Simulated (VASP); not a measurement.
Crystal: K.

```xyz
1
Lattice="-2.6180 2.6180 2.6180 2.6180 -2.6180 2.6180 2.6180 2.6180 -2.6180" Properties=species:S:1:pos:R:3 pbc="T T T"
K     0.0000    0.0000    0.0000
```

| Property | Result |
| --- | --- |
| Program | VASP 6.6.1 |
| Task | relaxation of cell and atoms |
| Functional | LDA |
| Potentials or basis | VASP PAW LDA potentials, release 64 (K_sv) |
| Cutoff | 600 eV |
| k mesh | 12 × 12 × 12 |
| Occupations | gaussian, width 0.1 eV |
| Spin | no spin polarisation |

At the start: pressure -0.4 GPa; volume 71.77 Å³/atom.

Q: How do energy, volume and symmetry change on relaxing?

A: Over 5 steps the energy falls by 10.7 meV/atom and the volume is 64.24 Å³/atom (-10.5 %); space group Im-3m (No. 229, to 0.05 Å).

The path:
| step | energy change (eV) | largest force (eV/Å) | pressure (GPa) | volume (Å³) |
| --- | --- | --- | --- | --- |
| 1 | 0.0000 | 0.0000 | -0.41 | 71.77 |
| 2 | -0.0044 | 0.0000 | -0.33 | 69.89 |
| 3 | -0.0103 | 0.0000 | -0.08 | 65.42 |
| 4 | -0.0107 | 0.0000 | 0.01 | 64.06 |
| 5 | -0.0107 | 0.0000 | -0.01 | 64.24 |

Final structure:
```
K
1.0
    -2.52297    2.52297    2.52297
     2.52297   -2.52297    2.52297
     2.52297    2.52297   -2.52297
K
1
Cartesian
  0.0000 0.0000 0.0000
```

Caveat: the volume moved by -10 % from the deposited cell, more than functionals usually miss.
